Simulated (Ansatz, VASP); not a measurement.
# ZrC in two plane-wave programs

Aim: how closely do two programs agree when they are given the same cell, functional and k mesh? The cell is taken from a series of VASP runs on this material, whose earlier steps may have relaxed, scaled or displaced it; both programs get it as it stands.

Calculated with Ansatz 0.2.0; plane waves, with VASP 6.6.1 beside it; relaxation of cell and atoms at PBEsol.

## 1. The structure

The structure is cubic, space group Fm-3m (No. 225). Conventional cell: a = 4.700 Å, b = 4.700 Å, c = 4.700 Å, α = 90.00°, β = 90.00°, γ = 90.00°. Nearest to Zr lie 6 C at 2.35 Å. Nearest to C lie 6 Zr at 2.35 Å. Farther neighbours are not listed.

## 2. Ansatz: relaxation of cell and atoms, PBEsol

Ansatz runs on its default PAW (the set named soft_2) files.

The relaxed volume is the usual yardstick between codes: its relative difference is about their pressure difference at one cell divided by the bulk modulus.

Input file input.yaml:

```yaml
crystal:
  lattice:
    - [0.0, 2.350211, 2.350211]
    - [2.350211, 0.0, 2.350211]
    - [2.350211, 2.350211, 0.0]
  atoms:
    - { symbol: Zr, position: [0.5, 0.5, 0.5] }
    - { symbol: C, position: [0.0, 0.0, 0.0] }
hamiltonian:
  xc: pbesol
  pseudopotentials: { kind: paw }
kpoints:
  mp_grid: { grid: [18, 18, 18] }
scf:
  occupations: { method: gaussian, width: 0.05 }
relax:
  f_tol: 0.01
  max_steps: 60
  cell: { stress_tol: 0.05 }
output:
  forces: true
  stress: true
  write_density: true
  write_potential: true
  elf: true
  volumetric_format: npy
```

Command:

```bash
ansatz run input.yaml --threads 4 --pin off --max-ram 9216MiB --backend cpu --events-out ev --progress --plain --runs-dir out
```

Numbers of over 12 decimals in the logs are rounded to 6 here.

The program printed:

```text
Engine: ansatz 0.2.0, aarch64-unknown-linux-gnu
Pseudopotentials: kind: paw
Pseudopotential: Zr, paw, valence charge 12, recommended cutoff 420 eV (normal), Zr.paw.azcp
Pseudopotential: C, paw, valence charge 4, recommended cutoff 420 eV (normal), C.paw.azcp
Functional definition: PBEsol
  exchange = pbesol_x
  correlation = pbesol_c
Crystal: 2 atoms, lattice volume = 25.963 Å³
Basis set: ecut = 420 eV, 531 PW (Γ), exchange–correlation on 48×48×48 points (8 copies of the dense FFT grid, shifted against one another)
Bands: 12, of which v1, the nominal top of the filled ones, is band 8 counted from 1 (7 counted from 0)
Symmetry: 48 space group operations
Space group: Fm-3m (ITA 225), of the structure as read, at distance tolerance 3.0e-5 Å
k-points: 195 of 5832
Non-local potential: Zr, projectors of the file, l = 0: 3, l = 1: 2, l = 2: 2, l = 3: 2
Non-local potential: C, projectors of the file, l = 0: 2, l = 1: 2, l = 2: 1
PAW form: soft (Blöchl's): semilocal exchange-correlation on the pseudo side does not see the compensation charge
PAW frozen core: Zr, regenerated for the run's functional, and the local potential with it (the file was generated under x = pbe(κ = 0.804, μ = 0.219515), c = pbe(β = 0.066725))
PAW frozen core: C, regenerated for the run's functional, and the local potential with it (the file was generated under x = pbe(κ = 0.804, μ = 0.219515), c = pbe(β = 0.066725))
PAW one-centre angular grid: Zr, 590 points (default); XC on 64 Gauss nodes
PAW one-centre angular grid: C, 110 points (default); XC on 64 Gauss nodes
Initial density: superposition of atomic densities (neutral atoms: chi_scale 0, normalization atom), corrected by the library's trained network
Initial wavefunctions: pseudopotential atomic-orbital guess
Functional: x = pbesol(κ = 0.804, μ = 0.123457), c = pbesol(β = 0.046)
SCF iter   1: F=—  HF=-4377.171446 eV  |F-HF|=—  |Δ(HF+E_count)|=         —  Δρ=8.67e-3  dr2=2.48e-2  ethr=1.77e-3  ⟨swp⟩=5.0  Hψ=11752  notcnv=0
preconditioner: auto → none  [metal: Δε(μ)=0.010 eV  Ē_g=17.944 eV  σ=0.050 eV  W_gap=0.12  n_scr=8 (ndim 8)  ℏωp=27.3 eV  f_vac=0.000  D(μ)=0.33/eV (n_scr^D=0)  sad-step TF]
SCF iter   2: F=—  HF=-4377.167675 eV  |F-HF|=—  |Δ(HF+E_count)|=   3.77e-3  Δρ=5.40e-3  dr2=1.03e-2  ethr=1.55e-4  ⟨swp⟩=1.0  Hψ=3905  notcnv=0
SCF iter   3: F=—  HF=-4377.165406 eV  |F-HF|=—  |Δ(HF+E_count)|=   2.27e-3  Δρ=6.52e-4  dr2=5.37e-5  ethr=6.44e-5  ⟨swp⟩=2.0  Hψ=3418  notcnv=0
SCF iter   4: F=—  HF=-4377.165386 eV  |F-HF|=—  |Δ(HF+E_count)|=   1.93e-5  Δρ=1.56e-4  dr2=2.45e-6  ethr=3.36e-7  ⟨swp⟩=2.0  Hψ=3775  notcnv=0
SCF iter   5: F=—  HF=-4377.165387 eV  |F-HF|=—  |Δ(HF+E_count)|=   4.50e-7  Δρ=2.55e-5  dr2=1.01e-7  ethr=1.53e-8  ⟨swp⟩=3.0  Hψ=3850  notcnv=0
SCF iter   6: F=-4377.165387 eV  HF=-4377.165387 eV  |F-HF|=4.37e-11  |Δ(HF+E_count)|=   4.24e-8  Δρ=1.36e-6  dr2=2.03e-10  ethr=6.25e-10  ⟨swp⟩=7.7  Hψ=11795  notcnv=0
SCF 1 converged in 6 iterations: F = -4377.165387 eV  dr2 = 2.03e-10
  greatest PAW one-centre occupation: 0.996 electrons in one spin orbital (limit 2), on the Zr atom at site 0 (counted from 0), in its partial waves of l = 0
relax step   1: F+E_penalty+E_count = -4377.16538687 eV  Δ(F+E_penalty+E_count) = +0.000e0 eV  max|allowed force component| = 1.410e-29 eV/Å  Δτ_max = 0.0000 Å  P = -4.566 GPa  Ω = 25.963 Å³  (6 SCF iters, dr2 threshold 1.00e-7 eV, accepted)
[...]
relax step   2: F+E_penalty+E_count = -4377.16768397 eV  Δ(F+E_penalty+E_count) = -2.297e-3 eV  max|allowed force component| = 8.973e-30 eV/Å  Δτ_max = 0.0000 Å  P = +4.506 GPa  Ω = 24.988 Å³  energy of the carried Pulay correction = +1.237e-3 eV  (6 SCF iters, dr2 threshold 2.00e-7 eV, accepted)
[...]
relax step   3: F+E_penalty+E_count = -4377.17345404 eV  Δ(F+E_penalty+E_count) = -5.770e-3 eV  max|allowed force component| = 1.190e-29 eV/Å  Δτ_max = 0.0000 Å  P = -0.130 GPa  Ω = 25.463 Å³  energy of the carried Pulay correction = +6.286e-4 eV  (6 SCF iters, dr2 threshold 2.00e-7 eV, accepted)
[...]
relax step   4: F+E_penalty+E_count = -4377.17347689 eV  Δ(F+E_penalty+E_count) = -2.285e-5 eV  max|allowed force component| = 5.686e-30 eV/Å  Δτ_max = 0.0000 Å  P = -0.003 GPa  Ω = 25.449 Å³  energy of the carried Pulay correction = +6.458e-4 eV  (6 SCF iters, accepted)
[...]
relax step   5: F+E_penalty+E_count = -4377.17288281 eV  Δ(F+E_penalty+E_count) = +5.941e-4 eV  max|allowed force component| = 1.233e-29 eV/Å  Δτ_max = 0.0000 Å  P = -0.040 GPa  Ω = 25.449 Å³  stress off target by 3.98e-2 GPa  SCF on the basis re-selected at this cell (its energy is not comparable with the rows above)  (8 SCF iters)
basis re-selected at this cell: Δ(F+E_penalty+E_count) = +5.941e-4 eV, ΔP = -0.036 GPa vs the last step (what re-selecting the basis moved, of the pressure what is left beyond the Pulay correction that the steps carried, after the strain that the cell walked since its last selection, with what the two solves' SCF thresholds leave and, on support functions, any second-order correction that the steps lacked; it is no m [...]
SCF converged after 8 iterations
Free energy (F): -4377.172883 eV
Harris-Foulkes:  -4377.172883 eV  (|F-HF|=1.82e-12)
Internal energy: -4377.172466 eV  (E = F + TS)
E sigma→0 (E₀):  -4377.172675 eV
Entropy (-TS):   -0.000416 eV (-0.208 meV/atom)
Fermi energy:    15.084890 eV
--- Per-component energies (eV) ---
  E_band       = -44.196486
  E_kinetic    = 423.200239
  E_local      = -585.267937  (includes V_loc(G=0)·N_el)
  E_nonlocal   = 106.197093
  E_hartree    = 175.395157
  E_xc         = -210.137653
  E_vxc        = -252.280189  (∫ρ·V_xc dr)
  E_paw        = -2994.277148  (= ΣΔE_a)
  E_vpaw       = -86.836034  (= ΣTr[D̂ρ^β])
  E_aug_tail   = 0.000029  (compensation charges beyond the density's cutoff)
  E_ewald      = -1292.469067
  E_core_change = 0.186821  (= ΣΔE_core)
  E_smearing   = -0.000416  (= −TS)
  E_closure    = 0.000000  (closes the sum)
  Σ components = -4377.172883   (vs F -4377.172883, Δ=0.00e0)
--- Forces (eV/Å), atoms counted from 1 ---
  atom   1  Zr     0.00000000    -0.00000000    -0.00000000
  atom   2  C     -0.00000000     0.00000000     0.00000000
  max |Σ_I F_I| component: 2.37e-29 eV/Å
--- Stress (GPa, compression-positive) ---
       -0.039799      -0.000000      -0.000000
       -0.000000      -0.039799      -0.000000
       -0.000000      -0.000000      -0.039799
  P = ⅓ Tr σ = -0.0398 GPa (-0.398 kbar)
--- Band table (eV; the first three rows and the last of 195) ---
  k-point 0: bands = [... 4 lower, 3.7244, 16.0359, 16.0359, 16.0359, 16.1438, 16.1438, 16.1438, 17.9423]
  k-point 1: bands = [... 4 lower, 3.7985, 15.3586, 15.5537, 15.5537, 16.3449, 16.3449, 16.6571, 18.3737]
  k-point 2: bands = [... 4 lower, 4.0144, 14.5157, 14.8510, 14.8510, 16.5883, 16.5883, 17.0654, 19.2780]
  k-point 194: bands = [... 4 lower, 5.6050, 12.4534, 12.7083, 12.7369, 17.9174, 18.8981, 20.9091, 22.1035]
--- Relaxed structure (4 steps of the walk, 4 accepted, 1 SCFs on fresh bases) ---
  F+E_penalty+E_count = -4377.17288281 eV   max|allowed force component| = 1.233e-29 eV/Å   (the final SCF, on the basis selected at the relaxed cell)
  cell:  # Å, volume = 25.4493 Å³
    - [0, 2.334615, 2.334615]
    - [2.334615, 0, 2.334615]
    - [2.334615, 2.334615, 0]
  atoms:
    - { symbol: Zr, position: [0.5, 0.5, 0.5] }
    - { symbol: C, position: [0, 0, 0] }
```

Run time: 8 s. Hardware: 4 threads of Arm Neoverse N1, shared host; peak memory 0.37 GiB; 28 s of CPU time.

## 3. VASP: relaxation of cell and atoms, PBEsol

The same cell, functional, mesh and smearing now go to VASP, with its own data sets and cutoff.

Lines of VASP's logs that name or quote its potential files are left out, and so is its time.

Input file INCAR:

```
SYSTEM = ZrC
PREC = Accurate
ENCUT = 520
EDIFF = 1E-07
NELM = 100
ISMEAR = 0
SIGMA = 0.05
LREAL = .FALSE.
ALGO = Normal
GGA = PS
NBANDS = 14
LASPH = .TRUE.
LORBIT = 11
LWAVE = .FALSE.
LCHARG = .FALSE.
KPAR = 4
IBRION = 2
NSW = 50
ISIF = 3
EDIFFG = -0.005
```

Input file POSCAR:

```
ZrC
1.0
    0.0000000000      2.3502110000      2.3502110000
    2.3502110000      0.0000000000      2.3502110000
    2.3502110000      2.3502110000      0.0000000000
Zr C
1 1
Direct
    0.5000000000      0.5000000000      0.5000000000
    0.0000000000      0.0000000000      0.0000000000
```

Input file KPOINTS:

```
Automatic mesh
0
Gamma
18 18 18
0 0 0
```

The projector-augmented-wave data sets are Zr_sv and C (PBE family, release 64).

Command:

```bash
mpirun -np 4 vasp_std
```

The program printed:

```text
[banner, memory and clock lines left out]
running    4 mpi-ranks, on    1 nodes
 distrk:  each k-point on    1 cores,    4 groups
 distr:  one band on    1 cores,    1 groups

 POSCAR found type information on POSCAR ZrC
 POSCAR found :  2 types and       2 ions
|                                                                             |
|               ----> ADVICE to this user running VASP <----                  |
|                                                                             |
|     You enforced a specific xc type in the INCAR file but a different       |
|     [... a line on the potential file left out ...]
|     I HOPE YOU KNOW WHAT YOU ARE DOING!                                     |
|                                                                             |

 LDA part: xc-table for (Slater+PW92), standard interpolation
 POSCAR, INCAR and KPOINTS ok, starting setup
 FFT: planning ... GRIDC
 FFT: planning ... GRID_SOFT
 FFT: planning ... GRID
 WAVECAR not read
 entering main loop
       N       E                     dE             d eps       ncg     rms          rms(c)
DAV:   1     0.100145459622E+03    0.10015E+03   -0.86956E+03  5468   0.116E+03
DAV:   2    -0.173393804708E+02   -0.11748E+03   -0.10974E+03  6878   0.301E+02
DAV:   3    -0.236532166883E+02   -0.63138E+01   -0.62683E+01  9012   0.599E+01
DAV:   4    -0.237987754796E+02   -0.14556E+00   -0.14551E+00  6672   0.630E+00
DAV:   5    -0.238005247539E+02   -0.17493E-02   -0.17492E-02  7568   0.622E-01    0.208E+01
DAV:   6    -0.207185057696E+02    0.30820E+01   -0.72129E+00  6650   0.233E+01    0.770E+00
DAV:   7    -0.205924547772E+02    0.12605E+00   -0.45721E-01  6176   0.577E+00    0.637E+00
DAV:   8    -0.205893537108E+02    0.31011E-02   -0.27444E-01  6462   0.412E+00    0.390E+00
DAV:   9    -0.205666649196E+02    0.22689E-01   -0.64189E-02  6108   0.181E+00    0.353E-01
DAV:  10    -0.205671017139E+02   -0.43679E-03   -0.21458E-03  7752   0.488E-01    0.445E-01
DAV:  11    -0.205668513162E+02    0.25040E-03   -0.87318E-04  6066   0.243E-01    0.529E-02
DAV:  12    -0.205668475883E+02    0.37279E-05   -0.18466E-05  7162   0.312E-02    0.108E-02
DAV:  13    -0.205668471824E+02    0.40586E-06   -0.13356E-06  6774   0.812E-03    0.467E-03
DAV:  14    -0.205668471028E+02    0.79696E-07   -0.77055E-08  3890   0.198E-03
   1 F= -.20566847E+02 E0= -.20566622E+02  d E =-.205668E+02
 curvature:   0.00 expect dE= 0.000E+00 dE for cont linesearch  0.000E+00
 trial: gam= 0.00000 g(F)=  0.484E-60 g(S)=  0.336E-01 ort = 0.000E+00 (trialstep = 0.100E+01)
 search vector abs. value=  0.336E-01
 bond charge predicted
       N       E                     dE             d eps       ncg     rms          rms(c)
DAV:   1    -0.207973057125E+02   -0.23046E+00   -0.79202E+00  5988   0.288E+01    0.672E+00
DAV:   2    -0.205829054179E+02    0.21440E+00   -0.44049E-01  6168   0.761E+00    0.189E+00
DAV:   3    -0.205445007182E+02    0.38405E-01   -0.22720E-01  8074   0.351E+00    0.677E-01
DAV:   4    -0.205497136403E+02   -0.52129E-02   -0.60331E-03  8466   0.557E-01    0.521E-01
DAV:   5    -0.205545410014E+02   -0.48274E-02   -0.60670E-03  8886   0.432E-01    0.609E-02
DAV:   6    -0.205546946481E+02   -0.15365E-03   -0.47184E-04  8872   0.175E-01    0.439E-02
DAV:   7    -0.205547066896E+02   -0.12042E-04   -0.35034E-05  6090   0.729E-02    0.130E-02
DAV:   8    -0.205547057218E+02    0.96785E-06   -0.13417E-06  7694   0.126E-02    0.197E-03
DAV:   9    -0.205547056815E+02    0.40326E-07   -0.25196E-08  3834   0.183E-03
   2 F= -.20554706E+02 E0= -.20554486E+02  d E =0.121414E-01
 trial-energy change:    0.012141  1 .order    0.012819   -0.033562    0.059200
 step:   0.3720(harm=  0.3618)  dis= 0.00000  next Energy=   -20.573125 (dE=-0.628E-02)
 bond charge predicted
       N       E                     dE             d eps       ncg     rms          rms(c)
DAV:   1    -0.206649570460E+02   -0.11025E+00   -0.30738E+00  5928   0.183E+01    0.413E+00
DAV:   2    -0.205858860542E+02    0.79071E-01   -0.20751E-01  6396   0.516E+00    0.119E+00
DAV:   3    -0.205694589804E+02    0.16427E-01   -0.75600E-02  8092   0.202E+00    0.308E-01
DAV:   4    -0.205712727502E+02   -0.18138E-02   -0.36458E-03  9008   0.441E-01    0.330E-01
DAV:   5    -0.205728355877E+02   -0.15628E-02   -0.86200E-04  9022   0.187E-01    0.839E-02
DAV:   6    -0.205732118331E+02   -0.37625E-03   -0.79434E-04  8918   0.172E-01    0.284E-02
DAV:   7    -0.205732174268E+02   -0.55937E-05   -0.11742E-05  5808   0.370E-02    0.477E-03
DAV:   8    -0.205732171847E+02    0.24213E-06   -0.10735E-06  8320   0.864E-03    0.883E-04
DAV:   9    -0.205732171401E+02    0.44605E-07   -0.17089E-08  3354   0.119E-03
   3 F= -.20573217E+02 E0= -.20573008E+02  d E =-.637004E-02
 curvature:  -0.18 expect dE=-0.464E-06 dE for cont linesearch -0.464E-06
 trial: gam=-0.00867 g(F)=  0.288E-59 g(S)=  0.257E-05 ort = 0.293E-03 (trialstep = 0.874E+00)
 search vector abs. value=  0.296E-09
 reached required accuracy - stopping structural energy minimisation
```

Parts of OUTCAR (step 3):

```text
ion  position               nearest neighbor table
   1  0.500  0.500  0.500-   2 2.35   2 2.35   2 2.35   2 2.35   2 2.35   2 2.35
   2  0.000  0.000  0.000-   1 2.35   1 2.35   1 2.35   1 2.35   1 2.35   1 2.35

  LATTYP: Found a face centered cubic cell.
 ALAT       =     4.7004220000

 Subroutine GETGRP returns: Found 48 space group operations
 (whereof 48 operations were pure point group operations)

The static configuration has the point symmetry O_h .

 Found    195 irreducible k-points:

   k-points           NKPTS =    195   k-points in BZ     NKDIM =    195   number of bands    NBANDS=     14

   dimension x,y,z NGX =    28 NGY =   28 NGZ =   28
   dimension x,y,z NGXF=    56 NGYF=   56 NGZF=   56

   ENCUT  =  520.0 eV  38.22 Ry    6.18 a.u.   6.18  6.18  6.18*2*pi/ulx,y,z

   NELECT =      16.0000    total number of electrons

 k-points in reciprocal lattice and weights: Automatic mesh
   0.00000000  0.00000000  0.00000000       0.000
   0.05555556  0.00000000  0.00000000       0.001
   0.11111111  0.00000000  0.00000000       0.001
   0.16666667  0.00000000  0.00000000       0.001
   0.22222222  0.00000000  0.00000000       0.001
   0.27777778  0.00000000  0.00000000       0.001
   0.33333333  0.00000000  0.00000000       0.001
   0.38888889  0.00000000  0.00000000       0.001
   0.44444444  0.00000000  0.00000000       0.001
[...]
-0.27777778  0.44444444  0.22222222       0.004
  -0.27777778  0.50000000  0.22222222       0.002

 average (electrostatic) potential at core
       1 -72.7381       2 -44.0422

 E-fermi :   9.7106

 k-point     1 :       0.0000    0.0000    0.0000
  band No.  band energies     occupation
      1     -38.1985      2.00000
      2     -15.9269      2.00000
      3     -15.9269      2.00000
      4     -15.9269      2.00000
      5      -1.6400      2.00000
      6      10.6621      0.00000
      7      10.6621      0.00000
      8      10.6621      0.00000
      9      10.7680      0.00000
     10      10.7680      0.00000
    ...

 k-point     2 :       0.0556    0.0000    0.0000
  band No.  band energies     occupation
      1     -38.1951      2.00000
      2     -15.9573      2.00000
      3     -15.9295      2.00000
      4     -15.9295      2.00000
      5      -1.5662      2.00000
      6       9.9846      0.00000
      7      10.1799      0.00000
      8      10.1799      0.00000
      9      10.9692      0.00000
     10      10.9692      0.00000
    ...

 k-point     3 :       0.1111    0.0000    0.0000
  band No.  band energies     occupation
    ...
      4     -15.9370      2.00000
      5      -1.3512      2.00000
      6       9.1420      2.00000
      7       9.4780      2.00000
      8       9.4780      2.00000
      9      11.2122      0.00000
     10      11.2122      0.00000
     11      11.6889      0.00000
     12      13.8988      0.00000
     13      13.8988      0.00000
    ...

  Total       -0.0059540     -0.0059540     -0.0059540      0.0000000     -0.0000000     -0.0000000
  in kB       -0.3742431     -0.3742431     -0.3742431      0.0000000     -0.0000000     -0.0000000
  external PRESSURE =      -0.3742431 kB  Pullay stress =       0.0000000 kB

  energy-cutoff  :      520.00
  volume of cell :       25.49
      direct lattice vectors                 reciprocal lattice vectors
    -0.000000000  2.335847156  2.335847156    -0.214055102  0.214055102  0.214055102
     2.335847156 -0.000000000  2.335847156     0.214055102 -0.214055102  0.214055102
     2.335847156  2.335847156  0.000000000     0.214055102  0.214055102 -0.214055102

 POSITION                                       TOTAL-FORCE (eV/Angst)
 -----------------------------------------------------------------------------------
      2.33585      2.33585      2.33585        -0.000000      0.000000     -0.000000
      0.00000      0.00000      0.00000         0.000000     -0.000000      0.000000
 -----------------------------------------------------------------------------------
    total drift:                                0.000000      0.000000      0.000000

  FREE ENERGIE OF THE ION-ELECTRON SYSTEM (eV)
  ---------------------------------------------------
  free  energy   TOTEN  =       -20.5732171401 eV

  energy  without entropy=      -20.5727991803  energy(sigma->0) =      -20.57300816

 reached required accuracy - stopping structural energy minimisation

 total charge
# of ion       s       p       d       tot
------------------------------------------
    1        2.180   6.045   1.664   9.890
    2        0.882   1.471   0.000   2.353
--------------------------------------------------
tot          3.063   7.516   1.664  12.243

[... 3 further parts left out ...]
```

CONTCAR:

```
ZrC
   1.00000000000000
    -0.0000000000000000    2.3358471555288078    2.3358471555288078
     2.3358471555288078   -0.0000000000000000    2.3358471555288078
     2.3358471555288078    2.3358471555288078    0.0000000000000000
  Zr              C
     1     1
Direct
     0.5000000000000000    0.5000000000000000    0.5000000000000000
     0.0000000000000000    0.0000000000000000    0.0000000000000000
```

The run keeps the 48 symmetry operations of its start, so it cannot find a distortion of lower symmetry.

## 4. Comparison

Known differences besides the potentials themselves: both relaxations stop at a tolerance, which leaves soft axes loose, and VASP keeps its plane-wave basis; the cutoff is 420 eV in Ansatz and 520 eV in VASP; Ansatz makes its cores anew for this functional, VASP keeps those of its PBE data sets; Ansatz adds a Pulay correction to the stress that steers its cell, VASP none. Total energies have different zeros and are not compared.

Both answers:

| quantity | Ansatz | VASP | difference |
| --- | --- | --- | --- |
| volume (Å³) | 25.45 | 25.49 | -0.16 % |
| edge a after relaxation, in the typed setting (Å) | 3.302 | 3.303 | -0.05 % |

The walks stopped with -0.04 GPa left in Ansatz and -0.04 GPa in VASP; each walk ends within a tolerance, so the volume difference is uncertain by about these residues over the bulk modulus, most in soft cells.

## 5. What came out

- difference in volume (relaxation of cell and atoms, PBEsol): -0.16 %

In words: The difference in volume is -0.16 % (relaxation of cell and atoms, PBEsol), within the 1.2 % picked in this series as the mark of a large difference, as far as the stopping tolerances let one tell. How closely two codes agree says nothing of how well the functional describes the real material.

[Lines on the potential files, build, host, timing and source positions are cut from VASP's logs without a mark.]

[Logs are printed without paths, hosts, clocks, repeated set-up lines and the standing remarks that a program may print on its own settings, such as how far it seeks lower states.]

[Hosts, paths, dates, database ids (printed as entryN), source tags and the programs' standing remarks are cut or masked in the printed files.]
